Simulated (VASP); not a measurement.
Output of a VASP run:

### OSZICAR
```
       N       E                     dE             d eps       ncg     rms          rms(c)
DAV:   1     0.692397505906E+02    0.69240E+02   -0.83527E+03  1008   0.123E+03
DAV:   2    -0.308264856715E+02   -0.10007E+03   -0.91235E+02  1484   0.271E+02
DAV:   3    -0.351719105312E+02   -0.43454E+01   -0.43267E+01  1284   0.593E+01
DAV:   4    -0.352129886106E+02   -0.41078E-01   -0.41055E-01  1260   0.636E+00
DAV:   5    -0.352135639828E+02   -0.57537E-03   -0.57530E-03  1256   0.745E-01    0.119E+01
DAV:   6    -0.315484441618E+02    0.36651E+01   -0.95219E+00  1152   0.255E+01    0.514E+00
DAV:   7    -0.312454093233E+02    0.30303E+00   -0.57644E-01  1236   0.665E+00    0.320E+00
DAV:   8    -0.311571901860E+02    0.88219E-01   -0.33603E-01  1216   0.445E+00    0.413E-01
DAV:   9    -0.311533416320E+02    0.38486E-02   -0.12611E-02  1204   0.102E+00    0.198E-01
DAV:  10    -0.311537531773E+02   -0.41155E-03   -0.91690E-04  1188   0.300E-01    0.352E-02
DAV:  11    -0.311537726348E+02   -0.19458E-04   -0.11413E-04  1280   0.966E-02    0.205E-02
DAV:  12    -0.311537730681E+02   -0.43326E-06   -0.22231E-05  1168   0.432E-02    0.249E-03
DAV:  13    -0.311537731251E+02   -0.57059E-07   -0.54492E-07  1344   0.760E-03
   1 F= -.31153773E+02 E0= -.31153773E+02  d E =-.311538E+02
       N       E                     dE             d eps       ncg     rms          rms(c)
DAV:   1    -0.312476705415E+02   -0.93897E-01   -0.33838E+00  1008   0.167E+01    0.118E+00
DAV:   2    -0.311981499582E+02    0.49521E-01   -0.60430E-02  1216   0.215E+00    0.661E-01
DAV:   3    -0.311774714320E+02    0.20679E-01   -0.38092E-02  1228   0.146E+00    0.159E-01
DAV:   4    -0.311770073621E+02    0.46407E-03   -0.16394E-03  1272   0.370E-01    0.433E-02
DAV:   5    -0.311769999172E+02    0.74449E-05   -0.24855E-04  1212   0.141E-01    0.280E-02
DAV:   6    -0.311769819435E+02    0.17974E-04   -0.56886E-05  1240   0.672E-02    0.407E-03
DAV:   7    -0.311769824618E+02   -0.51826E-06   -0.39929E-06  1168   0.182E-02    0.293E-03
DAV:   8    -0.311769825363E+02   -0.74531E-07   -0.40545E-08   856   0.224E-03
   2 F= -.31176983E+02 E0= -.31176983E+02  d E =-.232094E-01
       N       E                     dE             d eps       ncg     rms          rms(c)
DAV:   1    -0.311773306920E+02   -0.34823E-03   -0.12003E-02  1028   0.990E-01    0.698E-02
DAV:   2    -0.311771546001E+02    0.17609E-03   -0.20371E-04  1220   0.126E-01    0.393E-02
DAV:   3    -0.311770809587E+02    0.73641E-04   -0.14782E-04  1224   0.909E-02    0.942E-03
DAV:   4    -0.311770797201E+02    0.12385E-05   -0.70584E-06  1260   0.249E-02    0.277E-03
DAV:   5    -0.311770796759E+02    0.44295E-07   -0.18074E-06  1216   0.115E-02    0.232E-03
DAV:   6    -0.311770796072E+02    0.68695E-07   -0.38550E-07  1140   0.553E-03
   3 F= -.31177080E+02 E0= -.31177080E+02  d E =-.233065E-01
```

**OUTCAR**
```
------------------------ aborting loop because EDIFF is reached ----------------------------------------
  FORCE on cell =-STRESS in cart. coord.  units (eV):
  Direction    XX          YY          ZZ          XY          YZ          ZX
  --------------------------------------------------------------------------------------
  Total        0.1712094      0.1712094      0.1737031      0.0000000      0.0000000      0.0000000
  in kB        7.8211667      7.8211697      7.9350876      0.0000000      0.0000000      0.0000000
  external PRESSURE =       7.8591413 kB  Pullay stress =       0.0000000 kB
  volume of cell :       35.07
      direct lattice vectors                 reciprocal lattice vectors
     1.254418452 -2.172716906 -0.000000000     0.398591076 -0.230126621  0.000000000
     1.254418452  2.172716906 -0.000000000     0.398591076  0.230126621  0.000000000
     0.000000000  0.000000000  6.434146560     0.000000000  0.000000000  0.155420768
  FREE ENERGIE OF THE ION-ELECTRON SYSTEM (eV)
  ---------------------------------------------------
  free  energy   TOTEN  =       -31.1770796072 eV

  energy  without entropy=      -31.1770796072  energy(sigma->0) =      -31.17707961

 reached required accuracy - stopping structural energy minimisation
```
(Selected blocks of OUTCAR.)

POSCAR:
```
BN
1
    1.2426177958    -2.1522775447     0.0000000000
    1.2426177958     2.1522775447     0.0000000000
    0.0000000000     0.0000000000     6.5569320485
B N
2 2
Direct
  0.3333330000   0.6666670000   0.2500000000
  0.6666670000   0.3333330000   0.7500000000
  0.6666670000   0.3333330000   0.2500000000
  0.3333330000   0.6666670000   0.7500000000
```

Task: Reconstruct the remaining input files.

Result: Several could match; the one computed here: the input of the run itself, optB88-vdW, plane waves, VASP's PBE PAW potentials (set 64).

**KPOINTS**
```
K-points
0
gamma
 10 10 4
```

INCAR:
```
AGGAC  =  0.0
ALGO  =  Normal
EDIFF  =  1E-7
EDIFFG  =  -0.01
ENCUT  =  520
GGA  =  BO
IBRION  =  2
ISIF  =  4
ISMEAR  =  0
LASPH  =  .TRUE.
LCHARG  =  .FALSE.
LREAL  =  .FALSE.
LUSE_VDW  =  .TRUE.
LWAVE  =  .FALSE.
NELM  =  100
NSW  =  30
PARAM1  =  0.1833333333
PARAM2  =  0.22
PREC  =  Accurate
SIGMA  =  0.05
SYSTEM  =  BN
```

POTCAR, in this order: B N (PBE.64 set). Program: vasp_std.

The compound is BN in the hex structure. This cell is one point of a volume scan, at 0.97 of the reference volume. Symmetry was kept, so distortions that lower it aren't found.
